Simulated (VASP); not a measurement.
# C under biaxial strain in the (001) plane

Wanted: the response of C to biaxial strain in the (001) plane, as a table, with a fit that predicts a row left out.

Calculated with VASP 6.6.1; LDA; plane waves and PAW (C), in the first sound run; inputs show where later runs differ.

Report form: the programs' logs are mostly left out.

## Step 1: The structure

Symmetry: Fd-3m, No. 227, cubic system. Conventional cell: a = 3.567 Å, b = 3.567 Å, c = 3.567 Å, α = 90.00°, β = 90.00°, γ = 90.00°. Nearest to C lie 4 C at 1.54 Å.

## Step 2: Relax the crystal, LDA

The series starts from the cell that this level prefers, so that zero strain is near zero stress.

This step took 2 runs in a row; the last is shown.

Level: LDA; plane waves and PAW (C).

Contents of INCAR:

```
SYSTEM = C
PREC = Accurate
ENCUT = 600
EDIFF = 1E-07
NELM = 120
ISMEAR = 0
SIGMA = 0.02
LREAL = .FALSE.
ALGO = Normal
GGA = CA
NBANDS = 10
LASPH = .TRUE.
LORBIT = 11
LWAVE = .FALSE.
LCHARG = .FALSE.
KPAR = 8
IBRION = 2
NSW = 40
ISIF = 3
EDIFFG = -0.005
POTIM = 0.4
```

Contents of POSCAR:

```
C
1.0
    0.0000000000      1.7668691223      1.7668691223
    1.7668691223      0.0000000000      1.7668691223
    1.7668691223      1.7668691223      0.0000000000
C
2
Direct
    0.0000000000      0.0000000000      0.0000000000
    0.2500000000      0.2500000000      0.2500000000
```

Contents of KPOINTS:

```
Automatic mesh
0
Gamma
14 14 14
0 0 0
```

PAW data sets: C (LDA family, release 64).

On the command line:

```sh
mpirun -np 8 vasp_std
```

Run time: 1.6 s. Hardware: 8 MPI ranks of Intel Xeon 6975P-C (Granite Rapids), shared host; peak memory 0.86 GiB; 7.9 s of CPU time.

This run gave:

```
energy(sigma→0) of the program : -20.2522 eV
stress, compression positive   : xx, yy, zz 0.04, 0.04, 0.04 GPa
volume                         : 11.032 Å³
ionic steps                    : 1
```

## Step 3: Strain along the normal, LDA

One member in full: the plane is strained by -0.5 %, and the strain along the normal is moved by secant steps until the normal stress is under 0.012 GPa or five steps are spent; the atoms relax at each step.

This step took 3 runs, each at a new trial strain with the atoms of the one before; the last is shown.

Level: LDA; plane waves and PAW (C).

Changes to INCAR since step 2:

```diff
@@ -15,7 +15,7 @@
 LCHARG = .FALSE.
-KPAR = 8
-IBRION = 2
-NSW = 40
-ISIF = 3
-EDIFFG = -0.005
-POTIM = 0.4
+KPAR = 2
+IBRION = 1
+NSW = 25
+ISIF = 2
+EDIFFG = -0.004
+POTIM = 0.3
```

Contents of POSCAR:

```
C
1.0
    0.0000000000      1.7580347770      1.7693386120
    1.7580347770      0.0000000000      1.7693386120
    1.7580347770      1.7580347770      0.0000000000
C
2
Direct
    0.0000000000      0.0000000000      0.0000000000
    0.2500000000      0.2500000000      0.2500000000
```

KPOINTS is that of step 2.

On the command line:

```sh
mpirun -np 2 vasp_std
```

Elapsed: 5.6 s, on 2 MPI ranks; peak memory 0.24 GiB.

Read from the output:

```
energy(sigma→0) of the program : -20.2496 eV
stress, compression positive   : xx, yy, zz 6.21, 6.21, 0.00 GPa
ionic steps                    : 1
```

## Step 4: Band edges, TB-mBJ

Short lines in KPOINTS_OPT sample the zone centre along and across the normal of the plane, for masses, and the other valleys.

Level: TB-mBJ; plane waves and PAW (C).

TB-mBJ has no energy functional, so the total energy, stress and pressure in this output mean nothing.

Contents of INCAR:

```
SYSTEM = C
PREC = Accurate
ENCUT = 600
EDIFF = 1E-06
NELM = 150
ISMEAR = 0
SIGMA = 0.02
LREAL = .FALSE.
ALGO = Normal
METAGGA = MBJ
LASPH = .TRUE.
NBANDS = 9
LWAVE = .FALSE.
LCHARG = .FALSE.
KPAR = 2
```

POSCAR is that of step 3.

Contents of KPOINTS:

```
Automatic mesh
0
Gamma
11 11 11
0 0 0
```

Contents of KPOINTS_OPT:

```
Line mode
6
Line-mode
Reciprocal
  0.00000000   0.00000000   0.00000000
  0.01407995   0.01407995  -0.00000000

  0.00000000   0.00000000   0.00000000
  0.00000000  -0.01399000  -0.01399000

  0.31000000   0.31000000   0.00000000
  0.50000000   0.50000000   0.00000000

  0.00000000   0.31000000   0.31000000
  0.00000000   0.50000000   0.50000000

  0.45000000   0.45000000   0.45000000
  0.50000000   0.50000000   0.50000000

  0.45000000   0.00000000   0.00000000
  0.50000000   0.00000000   0.00000000

  0.42500000   0.42500000   0.00000000
  0.42500000   0.43899000   0.01399000

  0.50000000   0.50000000   0.50000000
  0.49010758   0.50989242   0.50000000
```

On the command line:

```sh
mpirun -np 2 vasp_std
```

It took 10 s on 2 MPI ranks; peak memory 0.27 GiB; 20 s of CPU time.

## Step 5: Band edges, r2SCAN

Level: r2SCAN; plane waves and PAW (C).

Changes to INCAR since step 4:

```diff
@@ -4,3 +4,3 @@
 EDIFF = 1E-06
-NELM = 150
+NELM = 100
 ISMEAR = 0
@@ -9,3 +9,3 @@
 ALGO = Normal
-METAGGA = MBJ
+METAGGA = R2SCAN
 LASPH = .TRUE.
```

POSCAR is that of step 4.

KPOINTS is that of step 4.

KPOINTS_OPT is that of step 4.

On the command line:

```sh
mpirun -np 2 vasp_std
```

Wall time 12 s (2 MPI ranks); peak memory 0.25 GiB; 24 s of CPU time.

This run gave:

| Quantity | Value |
| --- | --- |
| energy(sigma→0) of the program | -37.6115 eV |
| stress, compression positive | xx, yy, zz 16.30, 16.30, 9.68 GPa |

The run ends at a pressure of 14.09 GPa.

## Step 6: The whole series

Runs beyond LDA use the data sets made with LDA; this shifts their levels slightly, and their total energies have another zero (at TB-mBJ, which has no energy functional, they mean nothing).

The other members went through these steps as far as the tables show, with the same cutoff and, step by step, the same mesh; 44 runs are not shown. The session took 0.21 core hours (wall time by ranks) on a shared machine.

```tsv
in-plane strain (%)	strain along the normal (%)	in-plane stress, tension positive (GPa)	energy above the unstrained row (meV/atom)	gap on the mesh, LDA (eV)
-2.000	0.556	-26.130	18.441	3.910
-1.500	0.416	-19.250	10.460	3.976
-1.000	0.278	-12.611	4.772	4.040
-0.500	0.140	-6.206	1.290	4.104
0	0.004	-0.032	0.000	4.166
0.500	-0.132	5.924	0.755	3.982
1.000	-0.267	11.665	3.556	3.800
1.500	-0.400	17.197	8.328	3.622
2.000	-0.533	22.524	15.029	3.448
```

Slopes at zero strain, from cubics through all rows: strain ratio -0.272, stress over strain 1213 GPa. For a cubic crystal strained in (001) the ratio is −2C₁₂/C₁₁.

Band edges at TB-mBJ, counted from the valence-band top at Γ, with one row partly withheld:

```tsv
in-plane strain (%)	gap (eV)	conduction band at Γ (eV)	Δ or X valley along z (eV)	Δ or X valley along x (eV)	lowest conduction level at L, [111] (eV)	lowest conduction level at L, [-111] (eV)	second valence level below the top (eV)	third valence level below the top (eV)
-2.000	4.699	6.545	5.328	4.697	9.158	9.158	0.000	0.456
-1.500	4.775	6.584	5.243	4.772	9.286	9.286	0.000	0.337
-1.000	4.848	6.623	5.159	4.846	9.409	9.409	0.000	0.222
-0.500	4.920	6.661	5.074	4.919	9.527	9.527	0.000	0.110
0	4.991	6.698	4.991	4.990	9.623	9.623	0.000	0.001
0.500	?	6.552	?	4.956	9.413	9.413	0.105	0.105
1.000	4.621	6.408	4.620	4.922	9.158	9.158	0.208	0.208
1.500	4.441	6.268	4.440	4.890	8.907	8.907	0.309	0.309
2.000	4.264	6.131	4.263	4.859	8.660	8.660	0.406	0.406
```

Band edges at r2SCAN, counted from the valence-band top at Γ:

```tsv
in-plane strain (%)	gap (eV)	conduction band at Γ (eV)	Δ or X valley along z (eV)	Δ or X valley along x (eV)	lowest conduction level at L, [111] (eV)	lowest conduction level at L, [-111] (eV)	second valence level below the top (eV)	third valence level below the top (eV)
-2.000	4.101	5.749	4.765	4.102	8.632	8.632	0.000	0.437
-1.500	4.172	5.790	4.668	4.174	8.745	8.745	0.000	0.322
-1.000	4.243	5.830	4.572	4.244	8.848	8.848	0.000	0.212
-0.500	4.312	5.870	4.477	4.314	8.934	8.934	0.000	0.104
0	4.381	5.909	4.383	4.382	8.987	8.987	0.000	0.001
0.500	4.188	5.762	4.190	4.349	8.855	8.855	0.100	0.100
1.000	3.999	5.619	4.000	4.318	8.699	8.699	0.198	0.198
1.500	3.814	5.478	3.815	4.288	8.481	8.481	0.293	0.293
2.000	3.632	5.342	3.633	4.261	8.249	8.249	0.384	0.384
```

## Step 7: Fit and prediction

The quantity to fit is the splitting of the Δ or X valleys (z less x) at TB-mBJ: 0.632, 0.471, 0.313, 0.155, 0.001, -0.303, -0.450, -0.596 eV in the rows shown.

A least-squares parabola through the 8 rows shown, with d the strain along the axis less the strain across it, in %: E = 0.002371 d² + 0.2413 d − 2.45e-4 (eV), r.m.s. residual 3.7e-4 eV.

At d = -0.6322 this predicts -0.1518 eV.

## Step 8: Prediction against calculation

The calculation gives -0.1526 eV, so the prediction is 0.0008 eV too high, more than twice the residual of the fit.

The splitting is Ξu times d, with d as a fraction, so the linear term gives Ξu = 24.1 eV.

## Step 9: What came out

```json
{
 "ratio of normal to in-plane strain": "-0.272",
 "biaxial modulus": "1213 GPa",
 "gap of the unstrained cell, TB-mBJ": "4.99 eV",
 "gap of the unstrained cell, r2SCAN": "4.38 eV",
 "shear deformation potential Ξu of the Δ or X valleys": "24.1 eV",
 "error of the predicted row": "0.8 meV",
 "valence shear potential |b|, TB-mBJ": "5.63 eV"
}
```

What this shows: As a check, the curvature of the energy gives 1212 GPa for the same modulus (energy per volume = M × strain²), 0 % from the slope of the stress. The energy also has a linear term worth 0.76 GPa that the stress column lacks, a mark of the finite basis. At TB-mBJ the lowest conduction valley is Δ or X throughout, and the gap runs between 4.26 and 4.99 eV. At r2SCAN the lowest conduction valley is Δ or X throughout, and the gap runs between 3.63 and 4.38 eV. Without spin-orbit coupling the three valence levels split by 3|b| times the difference of the strains; the rows within 1 % give |b| = 5.63 eV. Hole masses are left out throughout, since the top bands are degenerate or cross in many series; of conduction masses, those of the Γ, L and (for Si and Ge under (001) strain) Δ valleys are kept where they change by under an eighth between rows. A measured gap of unstrained C is 5.5 eV (arxiv:1902.02958, band gap, experimental literature value, temperature not given); the static gaps here belong to the lattice relaxed at LDA. TB-mBJ is a potential fitted for gaps; it has no energy functional, so its total energies and forces mean nothing, and its bands tend to come out too narrow. r2SCAN opens gaps somewhat over GGA but leaves them below measured values as a rule. Spin-orbit coupling is left out at TB-mBJ and r2SCAN, so the valence splittings there lack it. Δ or X levels are the lowest on their line, refined by a parabola unless they lie at X; the gap is read from all points sampled and can differ from the lowest valley by some meV, or by tens of meV where strain moves the valence top off Γ. Temperature, zero-point motion and excitons are left out.

[Lines on the potential files, build, host, timing and source positions are cut from VASP's logs without a mark.]

[Logs are printed without paths, hosts, clocks, repeated set-up lines and the standing remarks that a program may print on its own settings, such as how far it seeks lower states.]

[Hosts, paths, dates, database ids (printed as entryN), source tags and the programs' standing remarks are cut or masked in the printed files.]

[In band tables of VASP the shares of atoms and orbitals are scaled to a sum of 1 inside the atoms' spheres.]
